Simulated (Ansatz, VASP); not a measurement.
# TaIn in two plane-wave programs

Aim: how closely do two programs agree when they are given the same cell, functional and k mesh? The two relaxations start from unlike cells of this crystal (the structure described is Ansatz's start), so only their ends are compared.

Calculated with Ansatz 0.2.0; plane waves, with VASP 6.6.1 beside it; relaxation of cell and atoms at r2SCAN.

## Step 1: Starting point

It takes space group R-3m (No. 166, trigonal). Conventional cell: a = 3.146 Å, b = 3.146 Å, c = 14.713 Å, α = 90.00°, β = 90.00°, γ = 120.00°. Nearest to Ta lie 6 In at 3.05 Å and 6 Ta at 3.15 Å. Nearest to In lie 6 Ta at 3.05 Å and 6 In at 3.15 Å. Farther neighbours are not listed.

As a file:

```xyz
2
Lattice="1.5730 0.9082 4.9043 -1.5730 0.9082 4.9043 0.0000 -1.8163 4.9043" Properties=species:S:1:pos:R:3 pbc="T T T"
Ta    0.0000    0.0000    7.3565
In    0.0000    0.0000    0.0000
```

## Step 2: VASP: relaxation of cell and atoms, r2SCAN

The relaxed volume is the usual yardstick between codes: in a stiff, nearly cubic crystal its relative difference is about their pressure difference at one cell divided by the bulk modulus.

Lines of VASP's logs that name or quote its potential files are left out, and so is its time.

Input file INCAR:

```
SYSTEM = TaIn
PREC = Accurate
ENCUT = 550
EDIFF = 1E-07
NELM = 120
ISMEAR = -1
SIGMA = 0.05
LREAL = .FALSE.
ALGO = Normal
METAGGA = R2SCAN
LASPH = .TRUE.
NBANDS = 18
LORBIT = 11
LWAVE = .FALSE.
LCHARG = .FALSE.
ISIF = 3
IBRION = 2
NSW = 80
EDIFFG = -0.005
GGA_COMPAT = .FALSE.
NELMIN = 4
LMIXTAU = .TRUE.
KPAR = 2
```

Input file POSCAR:

```
TaIn
1.0
    1.5217428059      0.8785786426      4.9241942983
   -1.5217428059      0.8785786426      4.9241942983
    0.0000000000     -1.7571572852      4.9241942983
Ta In
1 1
Direct
    0.5000000340      0.5000000340      0.5000000340
    0.0000000000      0.0000000000      0.0000000000
```

Input file KPOINTS:

```
Automatic mesh
0
Gamma
10 10 10
0 0 0
```

PAW data sets: Ta_pv and In_d (PBE family, release 64).

Command:

```console
> mpirun -np 2 vasp_std
```

Numbers of over 12 decimals in the logs are rounded to 6 here.

The log of the run:

```text
[banner, memory and clock lines left out]
running    2 mpi-ranks, on    1 nodes
 distrk:  each k-point on    1 cores,    2 groups
 distr:  one band on    1 cores,    1 groups

 POSCAR found type information on POSCAR TaIn
 POSCAR found :  2 types and       2 ions
|                                                                             |
|               ----> ADVICE to this user running VASP <----                  |
|                                                                             |
|     You enforced a specific xc type in the INCAR file but a different       |
|     [... a line on the potential file left out ...]
|     I HOPE YOU KNOW WHAT YOU ARE DOING!                                     |
|                                                                             |

 LDA part: xc-table for (None), standard interpolation
 POSCAR, INCAR and KPOINTS ok, starting setup
 FFT: planning ... GRIDC
 FFT: planning ... GRID_SOFT
 FFT: planning ... GRID
 WAVECAR not read
 entering main loop
       N       E                     dE             d eps       ncg     rms          rms(c)
DAV:   1     0.132836128512E+03    0.13284E+03   -0.13588E+04  4210   0.185E+03
DAV:   2    -0.663103871009E+02   -0.19915E+03   -0.19575E+03  4380   0.414E+02
DAV:   3    -0.763700711229E+02   -0.10060E+02   -0.98785E+01  5384   0.972E+01
DAV:   4    -0.766409281785E+02   -0.27086E+00   -0.27025E+00  5312   0.143E+01
DAV:   5    -0.766513141255E+02   -0.10386E-01   -0.10385E-01  5890   0.277E+00    0.135E+01
DAV:   6    -0.715547870978E+02    0.50965E+01   -0.28668E+00  5282   0.271E+01    0.522E+00
DAV:   7    -0.694401106503E+02    0.21147E+01   -0.10791E+00  4658   0.944E+00    0.102E+00
DAV:   8    -0.707513826778E+02   -0.13113E+01   -0.93910E-01  4402   0.841E+00    0.149E+00
DAV:   9    -0.707411043728E+02    0.10278E-01   -0.52096E-02  4550   0.251E+00    0.744E-01
DAV:  10    -0.707411234649E+02   -0.19092E-04   -0.27079E-02  4884   0.115E+00    0.288E-01
DAV:  11    -0.707424704667E+02   -0.13470E-02   -0.29865E-02  4294   0.140E+00    0.253E-01
DAV:  12    -0.707520230156E+02   -0.95525E-02   -0.72606E-03  4300   0.692E-01    0.961E-02
DAV:  13    -0.707521163452E+02   -0.93330E-04   -0.33215E-04  6026   0.155E-01    0.103E-01
DAV:  14    -0.707521164336E+02   -0.88399E-07   -0.54749E-06  5418   0.156E-02    0.111E-01
DAV:  15    -0.707519925486E+02    0.12389E-03   -0.23926E-04  4352   0.130E-01    0.137E-01
DAV:  16    -0.707520318081E+02   -0.39260E-04   -0.17092E-05  4942   0.316E-02    0.159E-01
DAV:  17    -0.707521684480E+02   -0.13664E-03   -0.10600E-04  4316   0.105E-01    0.313E-01
DAV:  18    -0.707521549431E+02    0.13505E-04   -0.39678E-05  5200   0.551E-02    0.646E-01
DAV:  19    -0.707521674628E+02   -0.12520E-04   -0.31326E-05  4860   0.496E-02    0.203E-01
DAV:  20    -0.707521587465E+02    0.87163E-05   -0.89164E-06  5532   0.253E-02    0.246E-02
DAV:  21    -0.707521700188E+02   -0.11272E-04   -0.81921E-06  4318   0.275E-02    0.235E-02
DAV:  22    -0.707521704136E+02   -0.39480E-06   -0.12271E-06  4664   0.918E-03    0.426E-03
DAV:  23    -0.707521706742E+02   -0.26059E-06   -0.28781E-07  3442   0.564E-03    0.329E-03
DAV:  24    -0.707521706743E+02   -0.14552E-09   -0.76086E-08  2406   0.292E-03
   1 F= -.70752171E+02 E0= -.70747743E+02  d E =-.707522E+02
 curvature:   0.00 expect dE= 0.000E+00 dE for cont linesearch  0.000E+00
 trial: gam= 0.00000 g(F)=  0.692E-43 g(S)=  0.268E-05 ort = 0.000E+00 (trialstep = 0.100E+01)
 search vector abs. value=  0.268E-05
 bond charge predicted
       N       E                     dE             d eps       ncg     rms          rms(c)
DAV:   1    -0.707521925022E+02   -0.21828E-04   -0.69793E-04  5208   0.361E-01    0.323E-02
DAV:   2    -0.707521733549E+02    0.19147E-04   -0.42402E-05  5492   0.909E-02    0.118E-02
DAV:   3    -0.707521705870E+02    0.27679E-05   -0.68531E-06  5692   0.417E-02    0.779E-03
DAV:   4    -0.707521705366E+02    0.50407E-07   -0.25398E-06  5370   0.129E-02    0.291E-03
DAV:   5    -0.707521708860E+02   -0.34934E-06   -0.13767E-06  4330   0.990E-03    0.177E-03
DAV:   6    -0.707521712718E+02   -0.38587E-06   -0.38397E-07  3486   0.512E-03    0.931E-04
DAV:   7    -0.707521712560E+02    0.15847E-07   -0.31880E-08  2220   0.187E-03
   2 F= -.70752171E+02 E0= -.70747748E+02  d E =-.581647E-06
 trial-energy change:   -0.000001  1 .order   -0.000000   -0.000003    0.000002
 step:   0.5560(harm=  0.5560)  dis= 0.00000  next Energy=   -70.752171 (dE=-0.746E-06)
 reached required accuracy - stopping structural energy minimisation
```

From OUTCAR (step 2):

```text
ion  position               nearest neighbor table
   1  0.500  0.500  0.500-   2 3.02   2 3.02   2 3.02   2 3.02   2 3.02   2 3.02
   2  0.000  0.000  0.000-   1 3.02   1 3.02   1 3.02   1 3.02   1 3.02   1 3.02

  LATTYP: Found a trigonal (rhomboedric) cell.
 ALAT       =     5.2283162764
 COS(alpha) =     0.8305705800

 Subroutine GETGRP returns: Found 12 space group operations
 (whereof 12 operations were pure point group operations)

The static configuration has the point symmetry D_3d.

 Found    116 irreducible k-points:

   k-points           NKPTS =    116   k-points in BZ     NKDIM =    116   number of bands    NBANDS=     18

   dimension x,y,z NGX =    40 NGY =   40 NGZ =   40
   dimension x,y,z NGXF=    80 NGYF=   80 NGZF=   80

   ENCUT  =  550.0 eV  40.42 Ry    6.36 a.u.  10.00 10.00 10.00*2*pi/ulx,y,z

   NELECT =      24.0000    total number of electrons

 k-points in reciprocal lattice and weights: Automatic mesh
   0.00000000  0.00000000  0.00000000       0.001
   0.10000000  0.00000000  0.00000000       0.006
   0.20000000  0.00000000  0.00000000       0.006
   0.30000000 -0.00000000  0.00000000       0.006
   0.40000000  0.00000000  0.00000000       0.006
   0.50000000 -0.00000000  0.00000000       0.003
   0.10000000  0.10000000  0.00000000       0.006
   0.20000000  0.10000000  0.00000000       0.012
   0.30000000  0.10000000  0.00000000       0.012
[...]
-0.40000000  0.50000000  0.40000000       0.006
   0.50000000  0.50000000  0.50000000       0.001

 average (electrostatic) potential at core
       1 -40.5018       2 -98.7349

 E-fermi :   8.0064

 k-point     1 :       0.0000    0.0000    0.0000
  band No.  band energies     occupation
    ...
      7      -6.8198      2.00000
      8      -6.8198      2.00000
      9      -2.7437      2.00000
     10       3.8502      2.00000
     11       5.3882      2.00000
     12       8.8579      0.00000
     13       8.8579      0.00000
     14      11.3853      0.00000
     15      11.3853      0.00000
     16      12.3327      0.00000
    ...

 k-point     2 :       0.1000    0.0000    0.0000
  band No.  band energies     occupation
    ...
      7      -6.8618      2.00000
      8      -6.8274      2.00000
      9      -2.4700      2.00000
     10       4.1190      2.00000
     11       5.4340      2.00000
     12       8.4989      0.00011
     13       9.1696      0.00000
     14      11.1930      0.00000
     15      11.3129      0.00000
     16      12.3861      0.00000
    ...

 k-point     3 :       0.2000    0.0000    0.0000
  band No.  band energies     occupation
    ...
      8      -6.8469      2.00000
      9      -1.6576      2.00000
     10       4.6388      2.00000
     11       5.6929      2.00000
     12       7.7966      1.97032
     13      10.0685      0.00000
     14      10.7177      0.00000
     15      10.9111      0.00000
     16      12.7570      0.00000
     17      15.7356      0.00000
    ...

  Total        0.0060296      0.0060296      0.0079176      0.0000000      0.0000000      0.0000000
  in kB        0.2446291      0.2446291      0.3212279      0.0000000      0.0000000      0.0000000
  external PRESSURE =       0.2701620 kB  Pullay stress =       0.0000000 kB

  energy-cutoff  :      550.00
  volume of cell :       39.49
      direct lattice vectors                 reciprocal lattice vectors
     1.521726100  0.878568997  4.922943747     0.328574242  0.189702422  0.067710165
    -1.521726100  0.878568997  4.922943747    -0.328574242  0.189702422  0.067710165
     0.000000000 -1.757137994  4.922943747     0.000000000 -0.379404844  0.067710165

 POSITION                                       TOTAL-FORCE (eV/Angst)
 -----------------------------------------------------------------------------------
      0.00000      0.00000      7.38442        -0.000000      0.000000      0.000000
      0.00000      0.00000     14.76883         0.000000     -0.000000     -0.000000
 -----------------------------------------------------------------------------------
    total drift:                               -0.000000      0.000000     -0.000112

  FREE ENERGIE OF THE ION-ELECTRON SYSTEM (eV)
  ---------------------------------------------------
  free  energy   TOTEN  =       -70.7521712560 eV

  energy  without entropy=      -70.7433245403  energy(sigma->0) =      -70.74774790

 reached required accuracy - stopping structural energy minimisation

 total charge
# of ion       s       p       d       tot
------------------------------------------
    1        0.330   6.145   2.270   8.745
    2        0.883   0.895   9.872  11.651
--------------------------------------------------
tot          1.213   7.040  12.142  20.395

[... 3 further parts left out ...]
```

CONTCAR:

```
TaIn
   1.00000000000000
     1.5217260995267339    0.8785689971701078    4.9229437465904144
    -1.5217260995267339    0.8785689971701078    4.9229437465904144
     0.0000000000000000   -1.7571379943402157    4.9229437465904144
  Ta              In
     1     1
Direct
     0.5000000340000028    0.5000000340000028    0.5000000340000028
     1.0000000000000000    1.0000000000000000    1.0000000000000000
```

[end of part 1 of 2]

[Lines on the potential files, build, host, timing and source positions are cut from VASP's logs without a mark.]

[Logs are printed without paths, hosts, clocks, repeated set-up lines and the standing remarks that a program may print on its own settings, such as how far it seeks lower states.]

[Hosts, paths, dates, database ids (printed as entryN), source tags and the programs' standing remarks are cut or masked in the printed files.]
